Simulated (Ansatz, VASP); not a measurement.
# HPt9 (Pt(110), 9 layers, H below) in two plane-wave programs

One calculation is typed for both programs; each brings its own data sets. How far apart do they land? Of the first pair: The cell is taken from a series of runs on this material, whose earlier steps may have relaxed, scaled, displaced or heated it; both programs get it as it stands.

Calculated with Ansatz 0.2.0; plane waves, with VASP 6.6.1 beside it; PBE.

## Step 1: The structure

The cell holds 10 atoms: 9 Pt and 1 H. Its edges and angles: a = 3.920 Å, b = 2.772 Å, c = 29.987 Å, α = 90.0°, β = 90.0°, γ = 90.0°. Vacuum lies along c.

Coordinates:

```cif
data_structure
_symmetry_space_group_name_H-M 'P 1'
_symmetry_Int_Tables_number 1
_cell_length_a 3.9200
_cell_length_b 2.7719
_cell_length_c 29.9874
_cell_angle_alpha 90.000
_cell_angle_beta 90.000
_cell_angle_gamma 90.000
_cell_volume 325.83
loop_
_atom_site_label
_atom_site_type_symbol
_atom_site_fract_x
_atom_site_fract_y
_atom_site_fract_z
_atom_site_occupancy
Pt1 Pt 0.00000 0.00000 0.32738 1
Pt2 Pt 0.50000 0.50000 0.37189 1
Pt3 Pt 0.00000 0.00000 0.42257 1
Pt4 Pt 0.50000 0.50000 0.46879 1
Pt5 Pt 0.00000 0.00000 0.51501 1
Pt6 Pt 0.50000 0.50000 0.56122 1
Pt7 Pt 0.00000 0.00000 0.60878 1
Pt8 Pt 0.50000 0.50000 0.65937 1
Pt9 Pt 0.00000 0.00000 0.70071 1
H10 H 0.50000 0.50000 0.31720 1
```

## Step 2: VASP: single point, PBE, pair 1

A single point takes one fixed geometry, so differences don't come from the geometry; what else differs is listed under the comparison.

Lines of VASP's logs that name or quote its potential files are left out, and so is its time.

INCAR

```
SYSTEM = HPt9
PREC = Accurate
ENCUT = 400
EDIFF = 1E-06
NELM = 120
ISMEAR = -1
SIGMA = 0.05
LREAL = .FALSE.
ALGO = Normal
GGA = PE
NBANDS = 56
LASPH = .TRUE.
LORBIT = 11
LWAVE = .FALSE.
LCHARG = .FALSE.
ISIF = 2
LDIPOL = .TRUE.
IDIPOL = 3
DIPOL = 0.5 0.5 0.494
LVHAR = .TRUE.
GGA_COMPAT = .FALSE.
NELMDL = -8
KPAR = 2
```

POSCAR

```
HPt9
1.0
    3.9200000000      0.0000000000      0.0000000000
    0.0000000000      2.7718585823      0.0000000000
    0.0000000000      0.0000000000     29.9874343290
Pt H
9 1
Direct
    0.0000000000      0.0000000000      0.3273793319
    0.5000000000      0.5000000000      0.3718921196
    0.0000000000      0.0000000000      0.4225722829
    0.5000000000      0.5000000000      0.4687892842
    0.0000000000      0.0000000000      0.5150062855
    0.5000000000      0.5000000000      0.5612232868
    0.0000000000      0.0000000000      0.6087831441
    0.5000000000      0.5000000000      0.6593663343
    0.0000000000      0.0000000000      0.7007123233
    0.5000000000      0.5000000000      0.3171961807
```

KPOINTS

```
Automatic mesh
0
Gamma
10 14 1
0 0 0
```

PAW data sets: Pt and H (PBE family, release 64).

Run with:

```sh
> mpirun -np 2 vasp_std
```

Numbers of over 12 decimals in the logs are rounded to 6 here.

What it wrote:

```text
[banner, memory and clock lines left out]
running    2 mpi-ranks, on    1 nodes
 distrk:  each k-point on    1 cores,    2 groups
 distr:  one band on    1 cores,    1 groups

 POSCAR found type information on POSCAR PtH
 POSCAR found :  2 types and      10 ions
 LDA part: xc-table for (Slater+PW92), standard interpolation
 POSCAR, INCAR and KPOINTS ok, starting setup
 FFT: planning ... GRIDC
 FFT: planning ... GRID_SOFT
 FFT: planning ... GRID
 WAVECAR not read
 entering main loop
       N       E                     dE             d eps       ncg     rms          rms(c)
DAV:   1     0.548306449479E+03    0.54831E+03   -0.36274E+04  5376   0.114E+03
DAV:   2    -0.252038567789E+02   -0.57351E+03   -0.53612E+03  6464   0.267E+02
DAV:   3    -0.582036893419E+02   -0.33000E+02   -0.30047E+02  6456   0.587E+01
DAV:   4    -0.592729944716E+02   -0.10693E+01   -0.10538E+01  6392   0.110E+01
DAV:   5    -0.593113460165E+02   -0.38352E-01   -0.38268E-01  6856   0.193E+00
DAV:   6    -0.593125763042E+02   -0.12303E-02   -0.12302E-02  6824   0.350E-01
DAV:   7    -0.593126138791E+02   -0.37575E-04   -0.37572E-04  6920   0.577E-02
DAV:   8    -0.593126155791E+02   -0.17000E-05   -0.17002E-05  5560   0.109E-02    0.346E+01
DAV:   9    -0.626495033448E+02   -0.33369E+01   -0.23869E+01  6048   0.300E+01    0.342E+01
DAV:  10    -0.853026410130E+02   -0.22653E+02   -0.17200E+02  8264   0.720E+01    0.441E+01
DAV:  11    -0.111739722580E+03   -0.26437E+02   -0.49366E+02  9328   0.956E+01    0.591E+01
DAV:  12    -0.711238838078E+02    0.40616E+02   -0.26292E+02  7456   0.528E+01    0.333E+01
DAV:  13    -0.667535955359E+02    0.43703E+01   -0.82528E+01  5840   0.427E+01    0.270E+01
DAV:  14    -0.600768955860E+02    0.66767E+01   -0.12790E+01  5992   0.225E+01    0.132E+01
[...]
DAV:  41    -0.557225089074E+02   -0.59600E-05   -0.18778E-06  3600   0.595E-03    0.590E-03
DAV:  42    -0.557225242029E+02   -0.15295E-04   -0.19932E-06  3824   0.524E-03    0.708E-03
DAV:  43    -0.557225293915E+02   -0.51887E-05   -0.68685E-07  3568   0.343E-03    0.341E-03
DAV:  44    -0.557225342505E+02   -0.48589E-05   -0.27177E-07  3568   0.247E-03    0.203E-03
DAV:  45    -0.557225385465E+02   -0.42960E-05   -0.14673E-07  3488   0.132E-03    0.179E-03
DAV:  46    -0.557225412519E+02   -0.27054E-05   -0.13982E-07  3552   0.142E-03    0.964E-04
DAV:  47    -0.557225429137E+02   -0.16618E-05   -0.11742E-07  3472   0.935E-04    0.111E-03
DAV:  48    -0.557225438547E+02   -0.94097E-06   -0.61947E-08  3504   0.657E-04
   1 F= -.55722544E+02 E0= -.55654437E+02  d E =-.136214E+00
```

Parts of OUTCAR (step 2):

```text
ion  position               nearest neighbor table
   1  0.000  0.000  0.327-   2 2.75   2 2.75   2 2.75   2 2.75   3 2.85
   2  0.500  0.500  0.372-  10 1.64   1 2.75   1 2.75   1 2.75   1 2.75   3 2.84   3 2.84   3 2.84
                             3 2.84   4 2.91
   3  0.000  0.000  0.423-   4 2.77   4 2.77   4 2.77   4 2.77   5 2.77   2 2.84   2 2.84   2 2.84
                             2 2.84   1 2.85
   4  0.500  0.500  0.469-   3 2.77   5 2.77   3 2.77   5 2.77   3 2.77   5 2.77   3 2.77   5 2.77
                             6 2.77   2 2.91
   5  0.000  0.000  0.515-   4 2.77   6 2.77   4 2.77   6 2.77   4 2.77   6 2.77   4 2.77   6 2.77
                             3 2.77   7 2.81
   6  0.500  0.500  0.561-   5 2.77   5 2.77   5 2.77   5 2.77   4 2.77   7 2.79   7 2.79   7 2.79
                             7 2.79   8 2.94
   7  0.000  0.000  0.609-   9 2.76   6 2.79   6 2.79   6 2.79   6 2.79   5 2.81   8 2.84   8 2.84
                             8 2.84   8 2.84
   8  0.500  0.500  0.659-   9 2.70   9 2.70   9 2.70   9 2.70   7 2.84   7 2.84   7 2.84   7 2.84
                             6 2.94
   9  0.000  0.000  0.701-   8 2.70   8 2.70   8 2.70   8 2.70   7 2.76
  10  0.500  0.500  0.317-   2 1.64

  LATTYP: Found a simple orthorhombic cell.
 ALAT       =     2.7718585823
 B/A-ratio  =     1.4142135623
 C/A-ratio  =    10.8185296755

 Subroutine GETGRP returns: Found  4 space group operations
 (whereof  4 operations were pure point group operations)

The static configuration has the point symmetry C_2v.

 Found     48 irreducible k-points:

   k-points           NKPTS =     48   k-points in BZ     NKDIM =     48   number of bands    NBANDS=     56

   dimension x,y,z NGX =    28 NGY =   18 NGZ =  196
   dimension x,y,z NGXF=    56 NGYF=   36 NGZF=  392

   ENCUT  =  400.0 eV  29.40 Ry    5.42 a.u.   6.39  4.52 48.90*2*pi/ulx,y,z

   NELECT =      91.0000    total number of electrons

 k-points in reciprocal lattice and weights: Automatic mesh
   0.00000000  0.00000000  0.00000000       0.007
   0.10000000  0.00000000  0.00000000       0.014
   0.20000000  0.00000000  0.00000000       0.014
   0.30000000  0.00000000  0.00000000       0.014
   0.40000000  0.00000000  0.00000000       0.014
   0.50000000  0.00000000  0.00000000       0.007
   0.00000000  0.07142857  0.00000000       0.014
   0.10000000  0.07142857  0.00000000       0.029
   0.20000000  0.07142857  0.00000000       0.029
[...]
0.40000000  0.50000000  0.00000000       0.014
   0.50000000  0.50000000  0.00000000       0.007

 dipolmoment           0.000000      0.000000      0.011804 electrons x Angstroem

 average (electrostatic) potential at core
       1 -71.5537       2 -72.6187       3 -72.3544       4 -72.3996       5 -72.5184
       6 -72.3297       7 -72.4147       8 -72.3513       9 -71.7249      10 -35.9717

 E-fermi :   1.6828

 k-point     1 :       0.0000    0.0000    0.0000
  band No.  band energies     occupation
    ...
     43       1.1312      1.99997
     44       1.2618      1.99956
     45       1.5735      1.79804
     46       1.5869      1.74396
     47       1.6229      1.53643
     48       1.8756      0.04147
     49       1.9642      0.00718
     50       2.1443      0.00020
     51       3.0821      0.00000
     52       4.4173      0.00000
    ...

 k-point     2 :       0.1000    0.0000    0.0000
  band No.  band energies     occupation
    ...
     43       1.1872      1.99990
     44       1.2306      1.99976
     45       1.4026      1.99267
     46       1.5361      1.89902
     47       1.7247      0.60436
     48       1.8806      0.03759
     49       1.9639      0.00721
     50       2.0559      0.00115
     51       3.1072      0.00000
     52       3.6949      0.00000
    ...

 k-point     3 :       0.2000    0.0000    0.0000
  band No.  band energies     occupation
    ...
     42       0.9631      2.00000
     43       1.1273      1.99997
     44       1.1858      1.99990
     45       1.4279      1.98786
     46       1.5674      1.81927
     47       1.7887      0.21487
     48       1.8567      0.05998
     49       1.8885      0.03220
     50       1.9825      0.00498
     51       2.3872      0.00000
    ...

  Total        2.5567347      0.7186029      1.5615403      0.0000000      0.0000000      0.0000000
  in kB       12.5718679      3.5334839      7.6783401      0.0000000      0.0000000      0.0000000
  external PRESSURE =       7.9278973 kB  Pullay stress =       0.0000000 kB

  energy-cutoff  :      400.00
  volume of cell :      325.83
      direct lattice vectors                 reciprocal lattice vectors
     3.920000000  0.000000000  0.000000000     0.255102041  0.000000000  0.000000000
     0.000000000  2.771858582  0.000000000     0.000000000  0.360768766  0.000000000
     0.000000000  0.000000000 29.987434329     0.000000000  0.000000000  0.033347301

 POSITION                                       TOTAL-FORCE (eV/Angst)
 -----------------------------------------------------------------------------------
      0.00000      0.00000      9.81727         0.000000      0.000000      0.030145
      1.96000      1.38593     11.15209         0.000000      0.000000      0.045639
      0.00000      0.00000     12.67186         0.000000      0.000000     -0.220370
      1.96000      1.38593     14.05779         0.000000      0.000000     -0.533079
      0.00000      0.00000     15.44372         0.000000      0.000000      0.196921
      1.96000      1.38593     16.82965         0.000000      0.000000      0.549030
      0.00000      0.00000     18.25584         0.000000      0.000000      0.016794
      1.96000      1.38593     19.77270         0.000000      0.000000      0.003836
      0.00000      0.00000     21.01256         0.000000      0.000000     -0.053075
      1.96000      1.38593      9.51190         0.000000      0.000000     -0.035840
 -----------------------------------------------------------------------------------
    total drift:                                0.000000      0.000000     -0.000080

  FREE ENERGIE OF THE ION-ELECTRON SYSTEM (eV)
  ---------------------------------------------------
  free  energy   TOTEN  =       -55.7225438547 eV

  energy  without entropy=      -55.5863296233  energy(sigma->0) =      -55.65443674

 vacuum level on the upper side and lower side of the slab         6.989         6.792

 total charge
# of ion       s       p       d       tot
------------------------------------------
    1        0.569   0.389   8.149   9.107
    2        0.646   0.654   8.067   9.367
    3        0.624   0.575   8.032   9.231
    4        0.634   0.600   8.047   9.282
    5        0.638   0.613   8.029   9.280
    6        0.629   0.582   8.047   9.259
    7        0.624   0.571   8.015   9.210
    8        0.636   0.562   7.998   9.196
    9        0.630   0.399   8.072   9.100
   10        0.464   0.027   0.000   0.491
--------------------------------------------------
tot          6.094   4.974  72.456  83.523

[... 3 further parts left out ...]
```

(Continued in part 2 of 3.)

[Lines on the potential files, build, host, timing and source positions are cut from VASP's logs without a mark.]

[Logs are printed without paths, hosts, clocks, repeated set-up lines and the standing remarks that a program may print on its own settings, such as how far it seeks lower states.]

[Hosts, paths, dates, database ids (printed as entryN), source tags and the programs' standing remarks are cut or masked in the printed files.]
